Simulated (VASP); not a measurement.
Data:

```
PtZn
1.0
    2.83458     0.00000     0.00000
    0.00000     2.83458     0.00000
    0.00000     0.00000     3.47452
Pt Zn
1 1
Direct
  0.00000   0.00000   0.00000
  0.50000   0.50000   0.50000
```

These are PBEsol GGA, VASP's PBE PAW potentials (set 64) (plane waves; VASP) values and carry that method's errors. Run with 400 eV cut-off, 12×12×10 Γ-centred mesh, first-order Methfessel-Paxton smearing of 0.10 eV, potentials Pt Zn.

Unless said otherwise, spin-orbit coupling is left out, though it shifts the bands of the heavy elements here.

Problem. Estimate the energy per atom (σ→0), band gap (on the k-mesh) with the smallest direct gap where there is one.

Solution. 
```yaml
band gap (on the k-mesh): none (metal, semimetal or under 0.01 eV)
energy per atom (σ→0): -4.837 eV/atom
```

Total energies compare only between runs with the same potentials, cut-off and functional.

The structure comes from a measured ZnPt entry (P4/mmm) of the Crystallography Open Database, whose conditions weren't checked. It was relaxed first. The start is the result of an earlier pass.
